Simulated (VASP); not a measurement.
Consider the following.

```yaml
crystal:
  lattice:
    - [1.54000, -2.66736, 0.00000]
    - [1.54000, 2.66736, 0.00000]
    - [0.00000, 0.00000, 5.05000]
  atoms:
    - { symbol: Si, position: [0.66667, 0.33333, 0.50000] }
    - { symbol: Si, position: [0.33333, 0.66667, 0.00000] }
    - { symbol: C, position: [0.66667, 0.33333, 0.87500] }
    - { symbol: C, position: [0.33333, 0.66667, 0.37500] }
```

Level of theory: PBE GGA, VASP's PBE PAW potentials (set 64) (plane waves; VASP). Settings: 520 eV cut-off, 3×3×2 Monkhorst-Pack mesh, Gaussian smearing of 0.050 eV, potentials Si C.

### Question
Estimate the energy per atom (σ→0), pressure.

### Answer

```json
{
  "energy per atom (σ→0)": "-7.390 eV/atom",
  "pressure": "3.46 GPa"
}
```

Only differences to runs with the same potentials and settings are physical.

The compound is SiC in the wurtzite structure, the rare 2H polytype. The cell was not relaxed at this level. The k-mesh is coarse (spacing up to 0.79 per Å, 2π included), so the numbers may not be converged in it. The run is one of a series of settings (KPOINTS 3×3×2 Monkhorst-Pack mesh against the base run), some of them coarse on purpose.
